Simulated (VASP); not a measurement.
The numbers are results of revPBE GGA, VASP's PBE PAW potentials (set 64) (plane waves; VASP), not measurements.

VASP input:

### INCAR
```
ICHARG = 11
NELM = 100   ! most electronic steps
LORBIT = 11   ! lm-projected
ENCUT = 520   ! plane-wave cut-off (eV)
LMAXMIX = 4   ! l cut-off of mixed one-centre charges
LCHARG = .FALSE.
LASPH = .TRUE.   ! aspherical one-centre terms
GGA = RE   ! revPBE
PREC = Accurate
SIGMA = 0.05   ! width (eV)
SYSTEM = Sc
LREAL = .FALSE.   ! projection in real space or not
ALGO = Normal   ! blocked Davidson
LWAVE = .FALSE.
EDIFF = 1E-7   ! SCF stop (eV)
ISMEAR = 0
```

KPOINTS:
```
k-points along high-symmetry lines
10
Line-mode
Reciprocal
  0.000000   0.000000   0.000000 ! GAMMA
  0.000000   0.500000   0.000000 ! M

  0.000000   0.500000   0.000000 ! M
 -0.333333   0.666667   0.000000 ! K

 -0.333333   0.666667   0.000000 ! K
  0.000000   0.000000   0.000000 ! GAMMA

  0.000000   0.000000   0.000000 ! GAMMA
  0.000000   0.000000   0.500000 ! A

  0.000000   0.000000   0.500000 ! A
  0.000000   0.500000   0.500000 ! L

  0.000000   0.500000   0.500000 ! L
 -0.333333   0.666667   0.500000 ! H

 -0.333333   0.666667   0.500000 ! H
  0.000000   0.000000   0.500000 ! A

  0.000000   0.500000   0.500000 ! L
  0.000000   0.500000   0.000000 ! M

 -0.333333   0.666667   0.500000 ! H
 -0.333333   0.666667   0.000000 ! K
```

File POSCAR:
```
Sc
1.0
  1.6747865460  -2.9008152999   0.0000000000
  1.6747865460   2.9008152999   0.0000000000
  0.0000000000   0.0000000000   5.2148724571
Sc
2
Cartesian
  1.6747865460   0.9669403672   1.3037181143
  1.6747865460  -0.9669403672   3.9111543428
```

POTCAR, in this order: Sc_sv (PBE.64 set). Program: vasp_std. Read from the step before: CHGCAR.

Output

OSZICAR:
```
       N       E                     dE             d eps       ncg     rms          rms(c)
DAV:   1     0.395131524795E+03    0.39513E+03   -0.11409E+04  2708   0.157E+03
DAV:   2     0.966937206302E+01   -0.38546E+03   -0.38051E+03  3567   0.659E+02
DAV:   3    -0.116818434385E+02   -0.21351E+02   -0.20641E+02  4463   0.178E+02
DAV:   4    -0.121420247403E+02   -0.46018E+00   -0.45095E+00  4140   0.232E+01
DAV:   5    -0.121521457253E+02   -0.10121E-01   -0.10108E-01  4491   0.309E+00
DAV:   6    -0.121522611646E+02   -0.11544E-03   -0.11543E-03  4057   0.352E-01
DAV:   7    -0.121522654383E+02   -0.42737E-05   -0.42735E-05  4484   0.590E-02
DAV:   8    -0.121522655290E+02   -0.90728E-07   -0.91016E-07  4178   0.988E-03
   1 F= -.12152266E+02 E0= -.12149103E+02  d E =-.632518E-02
```

File OUTCAR:
```
 val. band max:        3.6545942532   @ k =   0.0000   0.3333   0.0000

 cond. band min:       3.6572265536   @ k =  -0.2963   0.5926   0.5000



 k-point     1 :       0.0000    0.0000    0.0000
  band No.  band energies     occupation
      1     -45.9899      2.00000
      2     -45.9276      2.00000
      3     -24.7432      2.00000
      4     -24.4396      2.00000
      5     -24.4396      2.00000
      6     -24.3790      2.00000
      7     -24.3790      2.00000
      8     -24.3502      2.00000
      9      -1.4743      2.00000
     10       2.0170      2.00000
     11       4.1379      0.00000
     12       5.1753      0.00000
     13       5.1753      0.00000
     14       5.4276      0.00000
     15       5.6075      0.00000

 k-point     2 :       0.0000    0.0556    0.0000
  band No.  band energies     occupation
      1     -45.9886      2.00000
      2     -45.9271      2.00000
      3     -24.7395      2.00000
      4     -24.4465      2.00000
      5     -24.4420      2.00000
      6     -24.3863      2.00000
      7     -24.3799      2.00000
      8     -24.3519      2.00000
      9      -1.4088      2.00000
     10       2.0717      2.00000
     11       4.0817      0.00000
     12       5.0417      0.00000
     13       5.2222      0.00000
     14       5.5267      0.00000
     15       5.5858      0.00000

 k-point     3 :       0.0000    0.1111    0.0000
  band No.  band energies     occupation
      1     -45.9850      2.00000
      2     -45.9260      2.00000
      3     -24.7288      2.00000
      4     -24.4663      2.00000
      5     -24.4489      2.00000
      6     -24.4071      2.00000
      7     -24.3825      2.00000
      8     -24.3571      2.00000
      9      -1.2147      2.00000
     10       2.2282      2.00000
     11       3.9335      0.00000
     12       4.7909      0.00000
     13       5.3608      0.00000
     14       5.4449      0.00000
     15       5.6852      0.00000

...
```

The density is held fixed in this step, so its total energy and stress have no physical meaning.

The compound is Sc in the hcp structure. It was relaxed first.
